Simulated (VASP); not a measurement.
Input:

```
Pb
1.0
    0.00000     2.48380     2.48380
    2.48380     0.00000     2.48380
    2.48380     2.48380     0.00000
Pb
1
Direct
  0.00000   0.00000   0.00000
```

Calculation: optB86b-vdW, VASP's PBE PAW potentials (set 64) (plane waves; VASP 6.6.1). Run with 520 eV cut-off, Gaussian smearing of 0.050 eV, potentials Pb_d.

Question: Give the energies of bands 6 to 9 at the high-symmetry points, in eV from the Fermi level.

Answer: 
```tsv
band	Γ	X	U	L	W
6	-11.76	-6.86	-6.94	-8.23	-6.76
7	7.19	-3.27	-2.30	-4.18	-1.40
8	7.19	1.95	-1.24	5.40	-1.40
9	7.19	1.95	2.86	5.40	0.24
```

It has no gap at this level: it comes out as a metal or semimetal.

The compound is Pb in the fcc structure. It was relaxed first.
